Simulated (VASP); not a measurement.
# AgW3: W into a neighbouring W vacancy

Wanted: the minimum-energy path in AgW3 for this move: W into a neighbouring W vacancy. The cell takes the structure of Hf3Au from the Materials Project database, with elements swapped. The cell is invented: it takes the structure of a Materials Project entry for Hf3Au (space group 221 there), with all of its atoms replaced by other elements, volume scaled by an estimate. It may not be a known or stable phase.

Main program and level: VASP 6.6.1; PBE; plane waves and PAW (W, Ag), in the first sound run; inputs show where later runs differ.

Most raw output is cut from this account.

### 1. The host crystal

The structure is cubic, space group Pm-3m (No. 221). The conventional cell has a = 4.098 Å, b = 4.098 Å, c = 4.098 Å, α = 90.00°, β = 90.00°, γ = 90.00°. Nearest to W lie 8 W at 2.90 Å and 4 Ag at 2.90 Å. Nearest to Ag lie 12 W at 2.90 Å. It derives from Hf3Au. It takes the structure of a Materials Project entry for Hf3Au (space group 221 there), with all of its atoms replaced by other elements, volume scaled by an estimate. Farther neighbours are not listed.

Coordinates:

```cif
data_structure
_symmetry_space_group_name_H-M 'Pm-3m'
_symmetry_Int_Tables_number 221
_cell_length_a 4.0977
_cell_length_b 4.0977
_cell_length_c 4.0977
_cell_angle_alpha 90.000
_cell_angle_beta 90.000
_cell_angle_gamma 90.000
_cell_volume 68.81
loop_
_atom_site_label
_atom_site_type_symbol
_atom_site_symmetry_multiplicity
_atom_site_Wyckoff_symbol
_atom_site_fract_x
_atom_site_fract_y
_atom_site_fract_z
_atom_site_occupancy
W1 W 3 d 0.50000 0.00000 0.00000 1
Ag1 Ag 1 b 0.50000 0.50000 0.50000 1
```

### 2. Relax the host

First cell and atoms are relaxed at a raised cutoff, so that later runs start from this functional's own cell.

INCAR reads:

```
SYSTEM = AgW3
PREC = Accurate
ENCUT = 350
EDIFF = 1E-06
NELM = 120
ISMEAR = 0
SIGMA = 0.1
LREAL = .FALSE.
ALGO = Normal
GGA = PE
NBANDS = 20
LORBIT = 11
LWAVE = .FALSE.
LCHARG = .FALSE.
KPAR = 3
IBRION = 2
NSW = 40
ISIF = 3
EDIFFG = -0.02
POTIM = 0.4
```

POSCAR reads:

```
AgW3
1.0
    4.0977250000      0.0000000000      0.0000000000
    0.0000000000      4.0977250000      0.0000000000
    0.0000000000      0.0000000000      4.0977250000
W Ag
3 1
Direct
    0.5000000000      0.0000000000      0.0000000000
    0.0000000000      0.5000000000      0.0000000000
    0.0000000000      0.0000000000      0.5000000000
    0.5000000000      0.5000000000      0.5000000000
```

KPOINTS reads:

```
Automatic mesh
0
Gamma
5 5 5
0 0 0
```

The projector-augmented-wave data sets are W and Ag (PBE family, release 64).

Launch:

```
> mpirun -np 3 vasp_std
```

Run time: 19 s. Hardware: 3 MPI ranks of Intel Xeon Platinum 8488C (Sapphire Rapids), shared host; peak memory 0.45 GiB.

This run has no spin polarisation. Its electron count is odd, so without a moment it is a metal by construction. The k-mesh is coarse for a metal. The data set W keeps the semicore shell frozen, which is cheaper and a little less accurate. The run keeps the 48 symmetry operations of its start, so it cannot find a distortion of lower symmetry.

Relaxation path:

```tsv
step	energy less that of the first step (eV)	largest force (eV/Å)	pressure (GPa)	volume (Å³)
1	0.0000	0.0000	-16.19	68.81
2	0.8383	0.0000	48.62	55.87
3	-0.2580	0.0000	-0.84	64.24
4	-0.2585	0.0000	-0.16	64.07
```

```tsv
conventional cell, symmetrised	before	after	change
a (Å)	4.098	4.001	-2.4 %
b (Å)	4.098	4.001	-2.4 %
c (Å)	4.098	4.001	-2.4 %
volume (Å³/atom)	17.20	16.02	-6.9 %
```

Final coordinates:

```
W Ag
1.0
     4.00137    0.00000    0.00000
     0.00000    4.00137    0.00000
     0.00000    0.00000    4.00137
W Ag
3 1
Direct
  0.50000 0.00000 0.00000
  0.00000 0.50000 0.00000
  0.00000 0.00000 0.50000
  0.50000 0.50000 0.50000
```

This step gave:

- electronic cycles: 41
- electrons: 29
- free energy (TOTEN): -39.66 eV
- energy at zero smearing: -39.65 eV
- Fermi energy: 8.053 eV
- labelled metallic, from the levels on this mesh: yes

The run ended after 4 ionic steps, 0.259 eV below its first step, once forces and stress met EDIFFG = -0.02.

### 3. Relax the start

This step: PBE; plane waves and PAW (W, Ag) (VASP 6.6.1).

System of this step: Ag4W11. The cell holds 15 atoms: 11 W and 4 Ag. Its edges and angles: a = 6.931 Å, b = 6.931 Å, c = 6.931 Å, α = 109.5°, β = 109.5°, γ = 109.5°. It derives from AgW3. It takes the structure of a Materials Project entry for Hf3Au (space group 221 there), with all of its atoms replaced by other elements, volume scaled by an estimate. Nearest the centre at fractional (0.125, 0.125, 0.250): W4 at 1.41 Å, Ag13 at 2.43 Å, W8 at 2.46 Å, Ag12 at 2.48 Å, W9 at 2.49 Å, W7 at 3.15 Å, W6 at 3.16 Å, W3 at 3.17 Å.

A path needs two true minima; the start is relaxed with symmetry off.

INCAR reads:

```
SYSTEM = Ag4W11
PREC = Normal
ENCUT = 280
EDIFF = 1E-05
NELM = 120
ISMEAR = 1
SIGMA = 0.15
LREAL = Auto
ALGO = Fast
GGA = PE
NBANDS = 70
LORBIT = 11
LWAVE = .FALSE.
LCHARG = .FALSE.
KPAR = 3
IBRION = 2
NSW = 50
ISIF = 2
EDIFFG = -0.04
POTIM = 0.4
MAXMIX = 40
ISYM = 0
```

POSCAR reads:

```
Ag4W11
1.0
   -4.0013708054      4.0013708054      4.0013708054
    4.0013708054     -4.0013708054      4.0013708054
    4.0013708054      4.0013708054     -4.0013708054
W Ag
11 4
Direct
    0.5028791514      0.7516894742      0.2529170062
    0.5033781684      0.2478587772      0.7490058373
    0.0023634163      0.7495691955      0.7501103743
    0.2514373455      0.0021013936      0.2508061106
    0.7483879793      0.4969546102      0.2477523602
    0.7493683798      0.0007657112      0.7515958739
    0.2493775882      0.4980662470      0.7474031382
    0.2557499998      0.2518271773      0.0025452800
    0.7448423042      0.7427876353     -0.0114964994
    0.7510770432      0.2494880043      0.4994788101
    0.2462772114      0.7543490939      0.5025136835
    0.5032732942      0.5067622700      0.5067213831
   -0.0037002580     -0.0008660573      0.4945966479
   -0.0047748105      0.4985649604     -0.0027948871
    0.4973933393     -0.0004256383     -0.0025411174
```

KPOINTS reads:

```
Automatic mesh
0
Gamma
3 3 3
0 0 0
```

Launch:

```
> mpirun -np 3 vasp_std
```

Run time: 5.3 min. Hardware: 3 MPI ranks; peak memory 0.6 GiB.

Relaxation path:

```tsv
step	energy less that of the first step (eV)	largest force (eV/Å)
1	0.0000	1.0636
2	-0.1596	0.5278
3	-0.1940	0.3210
4	-0.2252	0.2232
5	-0.2498	0.3249
6	-0.2781	0.1646
7	-0.2968	0.2433
8	-0.2978	0.2775
9	-0.3135	0.0920
10	-0.3144	0.0800
11	-0.3168	0.0377
```

The atoms that moved most (Å):

```tsv
atom	dx	dy	dz	length
Ag12	-0.045	-0.141	-0.140	0.204
Ag15	0.003	0.140	0.132	0.192
Ag14	-0.006	0.145	-0.111	0.183
Ag13	0.009	-0.091	0.125	0.155
W6	-0.086	-0.030	0.005	0.091
W5	0.085	-0.028	0.015	0.090
W7	0.085	0.028	0.005	0.090
W4	-0.081	0.020	-0.011	0.084
```

The relaxed structure:

```xyz
15
Lattice="-4.0014 4.0014 4.0014 4.0014 -4.0014 4.0014 4.0014 4.0014 -4.0014" Properties=species:S:1:pos:R:3 pbc="T T T"
W     1.9982   -0.0050    4.0040
W     1.9971    3.9973    0.0034
W     5.9979   -0.0045    0.0006
W    -0.0752    2.0217   -0.0003
W     0.0700    1.9696    4.0067
W    -0.0741    5.9729   -0.0007
W     4.0706    2.0235    0.0057
W    -0.0719   -0.0039    2.0307
W    -0.0704   -0.0054    5.9764
W     0.0663    3.9998    1.9751
W     4.0684   -0.0026    2.0304
Ag    1.9962    1.8726    1.8742
Ag    1.9996    1.8768   -1.8723
Ag    1.9972   -1.8799    1.8761
Ag   -1.9993    2.1214    2.1309
```

This step gave:

```yaml
electronic_cycles: 92
electrons: 110
free_energy_toten: -143.1967 eV
energy_at_zero_smearing: -143.1980 eV
fermi_energy: 7.221 eV
```

The run ended after 11 ionic steps, 0.317 eV below its first step, once the forces on the free atoms met EDIFFG = -0.04.

### 4. Relax the end

The end state is relaxed in the same way, so that both ends share their errors.

INCAR is that of step 3.

POSCAR reads:

```
Ag4W11
1.0
   -4.0013708054      4.0013708054      4.0013708054
    4.0013708054     -4.0013708054      4.0013708054
    4.0013708054      4.0013708054     -4.0013708054
W Ag
11 4
Direct
    0.4988236396      0.7489733303      0.2503275609
    0.5030290001      0.2522857076      0.7537110158
    0.0005753335      0.7467019546      0.7497836293
   -0.0003931658      0.2544825334      0.2495185980
    0.7460947174      0.4991653787      0.2468290558
    0.7482271156     -0.0023194197      0.7508169541
    0.2493323161      0.4960660415      0.7477313062
    0.2477775920      0.2464680060      0.0024867106
    0.7523170063      0.7498921901      0.0036963210
    0.7525133645      0.2486070572      0.4998536233
    0.2454339798      0.7485356638      0.5013761968
    0.5008234570      0.5016627128      0.4986108788
   -0.0070626104     -0.0025029678      0.4964081900
    0.0000987703      0.5006086556      0.0039075460
    0.5022841619      0.0011679886      0.0011109312
```

KPOINTS is that of step 3.

Launch:

```
> mpirun -np 3 vasp_std
```

It took 5.7 min on 3 MPI ranks; peak memory 0.61 GiB.

The steps of the relaxation:

```tsv
step	energy less that of the first step (eV)	largest force (eV/Å)
1	0.0000	0.8816
2	-0.1098	0.4791
3	-0.1411	0.3849
4	-0.1725	0.2549
5	-0.2121	0.3142
6	-0.2138	0.3445
7	-0.2389	0.2196
8	-0.2554	0.2039
9	-0.2562	0.2450
10	-0.2652	0.1003
11	-0.2669	0.0654
12	-0.2670	0.0656
13	-0.2682	0.0277
```

The atoms that moved most (Å):

```tsv
atom	dx	dy	dz	length
Ag13	-0.127	0.036	0.141	0.193
Ag12	-0.121	0.011	-0.148	0.191
Ag15	0.126	-0.011	-0.143	0.191
Ag14	0.107	-0.012	0.129	0.168
W8	0.000	-0.084	0.054	0.100
W9	-0.003	-0.094	-0.026	0.097
W3	-0.010	-0.085	0.001	0.085
W11	-0.018	0.079	-0.002	0.081
```

Final coordinates:

```xyz
15
Lattice="-4.0014 4.0014 4.0014 4.0014 -4.0014 4.0014 4.0014 4.0014 -4.0014" Properties=species:S:1:pos:R:3 pbc="T T T"
W     1.9775    0.0726    3.9954
W     2.0284    4.0753   -0.0066
W     5.9760   -0.0699   -0.0087
W     2.0307   -0.0694   -0.0087
W     0.0020    2.0017    3.9936
W     0.0026    6.0060   -0.0063
W     4.0023    2.0036   -0.0074
W     0.0043   -0.0685    2.0221
W     0.0025   -0.0692    5.9701
W    -0.0007    4.0726    2.0211
W     4.0014    0.0720    1.9689
Ag    1.8776    2.0027    1.8683
Ag    1.8772    2.0041   -1.8837
Ag    2.1254   -1.9995    2.1171
Ag   -1.8746    1.9985    1.8670
```

Numbers from this step:

```yaml
electronic_cycles: 100
free_energy_toten: -143.1970 eV
energy_at_zero_smearing: -143.1981 eV
fermi_energy: 7.222 eV
```

The run ended after 13 ionic steps, 0.268 eV below its first step, once the forces on the free atoms met EDIFFG = -0.04.

### 5. Nudged elastic band

Images on a straight line between the ends relax across the path, while springs keep them spaced along it.

INCAR reads:

```
SYSTEM = Ag4W11
PREC = Normal
ENCUT = 280
EDIFF = 1E-05
NELM = 120
ISMEAR = 1
SIGMA = 0.15
LREAL = Auto
ALGO = Fast
GGA = PE
NBANDS = 70
LWAVE = .FALSE.
LCHARG = .FALSE.
IMAGES = 3
SPRING = -5
IBRION = 3
POTIM = 0.15
NSW = 60
EDIFFG = -0.05
ISYM = 0
ISIF = 0
SMASS = 1
```

POSCAR reads:

```
Ag4W11
1.0
   -4.0013708054      4.0013708054      4.0013708054
    4.0013708054     -4.0013708054      4.0013708054
    4.0013708054      4.0013708054     -4.0013708054
W Ag
11 4
Direct
    0.4996934255      0.7500158539      0.2490606261
    0.4999246738      0.2499765236      0.7490445220
    0.9995155264      0.7495650085      0.7489213344
    0.2525820042      0.9905643686      0.2432251968
    0.7467808176      0.5094151148      0.2548654727
    0.7462713427      0.9906625822      0.7370968171
    0.2535525150      0.5093596839      0.7614995899
    0.2532619599      0.2447721760      0.9905308721
    0.7461261356      0.7380001987      0.9905265789
    0.7466036117      0.2550905330      0.5080831879
    0.2533864716      0.7620880805      0.5080488146
    0.4681867006      0.4836288599      0.4834282241
    0.0005624412      0.0159072732      0.4843764090
    0.9995240647      0.4839962458      0.0146500685
    0.5313584620      0.0164503519      0.0152562872
```

KPOINTS is that of step 4.

00/POSCAR reads:

```
Ag4W11
1.0
   -4.0013708054      4.0013708054      4.0013708054
    4.0013708054     -4.0013708054      4.0013708054
    4.0013708054      4.0013708054     -4.0013708054
W Ag
11 4
Direct
    0.4996934255      0.7500158539      0.2490606261
    0.4999246738      0.2499765236      0.7490445220
    0.9995155264      0.7495650085      0.7489213344
    0.2525820042      0.9905643686      0.2432251968
    0.7467808176      0.5094151148      0.2548654727
    0.7462713427      0.9906625822      0.7370968171
    0.2535525150      0.5093596839      0.7614995899
    0.2532619599      0.2447721760      0.9905308721
    0.7461261356      0.7380001987      0.9905265789
    0.7466036117      0.2550905330      0.5080831879
    0.2533864716      0.7620880805      0.5080488146
    0.4681867006      0.4836288599      0.4834282241
    0.0005624412      0.0159072732      0.4843764090
    0.9995240647      0.4839962458      0.0146500685
    0.5313584620      0.0164503519      0.0152562872
```

01/POSCAR reads:

```
Ag4W11
1.0
   -4.0013708054      4.0013708054      4.0013708054
    4.0013708054     -4.0013708054      4.0013708054
    4.0013708054      4.0013708054     -4.0013708054
W Ag
11 4
Direct
    0.5018511831      0.7491005328      0.2508384960
    0.5020475422      0.2506434111      0.7524596221
    0.9971793516      0.7485868839      0.7461916982
    0.1869948251      1.0560889012      0.2436893090
    0.7473756500      0.5068835856      0.2537449020
    0.7471299670      0.9928820087      0.7405249118
    0.2525267813      0.5068203419      0.7587469635
    0.2509773808      0.2468824146      0.9908935303
    0.7439351098      0.7400804028      0.9908115831
    0.7503144650      0.2544331561      0.5082668194
    0.2537958738      0.7580741133      0.5082870118
    0.4720650210      0.4797382772      0.4837867849
    0.0041829460      0.0117253992      0.4845312092
    1.0033152833      0.4955287632      0.0149190579
    0.5192749037      0.0121001576      0.0153107313
```

02/POSCAR reads:

```
Ag4W11
1.0
   -4.0013708054      4.0013708054      4.0013708054
    4.0013708054     -4.0013708054      4.0013708054
    4.0013708054      4.0013708054     -4.0013708054
W Ag
11 4
Direct
    0.5040089408      0.7481852116      0.2526163660
    0.5041704106      0.2513102986      0.7558747221
    0.9948431768      0.7476087592      0.7434620620
    0.1214076461      1.1216134338      0.2441534213
    0.7479704824      0.5043520565      0.2526243312
    0.7479885914      0.9951014352      0.7439530066
    0.2515010476      0.5042809999      0.7559943371
    0.2486928017      0.2489926532      0.9912561886
    0.7417440840      0.7421606068      0.9910965872
    0.7540253183      0.2537757792      0.5084504509
    0.2542052761      0.7540601461      0.5085252090
    0.4759433414      0.4758476944      0.4841453458
    0.0078034508      0.0075435252      0.4846860093
    1.0071065020      0.5070612805      0.0151880474
    0.5071913454      0.0077499633      0.0153651754
```

03/POSCAR reads:

```
Ag4W11
1.0
   -4.0013708054      4.0013708054      4.0013708054
    4.0013708054     -4.0013708054      4.0013708054
    4.0013708054      4.0013708054     -4.0013708054
W Ag
11 4
Direct
    0.5061666984      0.7472698904      0.2543942359
    0.5062932789      0.2519771861      0.7592898222
    0.9925070019      0.7466306346      0.7407324257
    0.0558204670      1.1871379665      0.2446175336
    0.7485653147      0.5018205274      0.2515037604
    0.7488472157      0.9973208618      0.7473811014
    0.2504753140      0.5017416579      0.7532417107
    0.2464082226      0.2511028917      0.9916188468
    0.7395530583      0.7442408108      0.9913815914
    0.7577361716      0.2531184023      0.5086340824
    0.2546146783      0.7500461789      0.5087634061
    0.4798216619      0.4719571117      0.4845039066
    0.0114239555      0.0033616512      0.4848408094
    1.0108977206      0.5185937978      0.0154570368
    0.4951077872      0.0033997690      0.0154196194
```

04/POSCAR reads:

```
Ag4W11
1.0
   -4.0013708054      4.0013708054      4.0013708054
    4.0013708054     -4.0013708054      4.0013708054
    4.0013708054      4.0013708054     -4.0013708054
W Ag
11 4
Direct
    0.5083244560      0.7463545693      0.2561721058
    0.5084161473      0.2526440736      0.7627049222
    0.9901708271      0.7456525100      0.7380027895
   -0.0097667120      1.2526624991      0.2450816458
    0.7491601471      0.4992889982      0.2503831897
    0.7497058401      0.9995402883      0.7508091961
    0.2494495803      0.4992023159      0.7504890843
    0.2441236435      0.2532131303      0.9919815050
    0.7373620325      0.7463210149      0.9916665956
    0.7614470249      0.2524610254      0.5088177139
    0.2550240806      0.7460322117      0.5090016033
    0.4836999823      0.4680665290      0.4848624674
    0.0150444603     -0.0008202228      0.4849956096
    1.0146889392      0.5301263152      0.0157260262
    0.4830242289     -0.0009504253      0.0154740635
```

Launch:

```
> mpirun -np 3 vasp_std
```

It took 41 min on 3 MPI ranks; peak memory 0.59 GiB.

The band used up its steps before its forces met the threshold, so no barrier is taken from it.

### 6. Outcome

```yaml
result: none
```

**Reading.** The session ends without its result: «nudged elastic band» used up its steps.

[Lines on the potential files, build, host, timing and source positions are cut from VASP's logs without a mark.]

[Logs are printed without paths, hosts, clocks, repeated set-up lines and the standing remarks that a program may print on its own settings, such as how far it seeks lower states.]

[Hosts, paths, dates, database ids (printed as entryN), source tags and the programs' standing remarks are cut or masked in the printed files.]

[Runs that stopped without an error message from VASP are left out.]
